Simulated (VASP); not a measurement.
MoS2:

```
Mo S
1.0
     3.16100    0.00000    0.00000
    -1.58050    2.73751    0.00000
     0.00000    0.00000   12.29500
Mo S
2 4
Direct
  0.33333 0.66667 0.25000
  0.66667 0.33333 0.75000
  0.66667 0.33333 0.37729
  0.66667 0.33333 0.12271
  0.33333 0.66667 0.87729
  0.33333 0.66667 0.62271
```

The cell was built by a generator and needn't be a form met in nature.

Base run:

```yaml
Program: VASP 6.6.1
Functional: optB86b-vdW
Potentials_or_basis: VASP PAW PBE potentials, release 64 (Mo_sv, S)
Cutoff: 520 eV
k_mesh: 8 × 8 × 2
Occupations: fermi-dirac, width 0.05 eV
Spin: no spin polarisation
```

Its results: band gap on the k mesh 0.96 eV, indirect (least direct gap 1.95 eV); pressure 1.0 GPa; largest force 0.095 eV/Å.

Task: After a change of settings the same cell gave: band gap on the k mesh 0.97 eV, indirect (least direct gap 1.94 eV); pressure 13.4 GPa; largest force 0.885 eV/Å. Which change was it?
A. functional from optB86b-vdW to vdW-DF2
B. functional from optB86b-vdW to SCAN; further incar settings from ALGO = Fast; EDIFF = 1e-06 to ALGO = Normal; EDIFF = 1e-06
C. functional from optB86b-vdW to PBE; dispersion from none to D4
D. functional from optB86b-vdW to LDA; potentials or basis from VASP PAW PBE potentials, release 64 (Mo_sv, S) to VASP PAW LDA potentials, release 64 (Mo_sv, S)

Result: A.

Caveats: the PAW data sets were made with another functional, which shifts forces and pressure a little.

Not every run made on this cell is shown here.
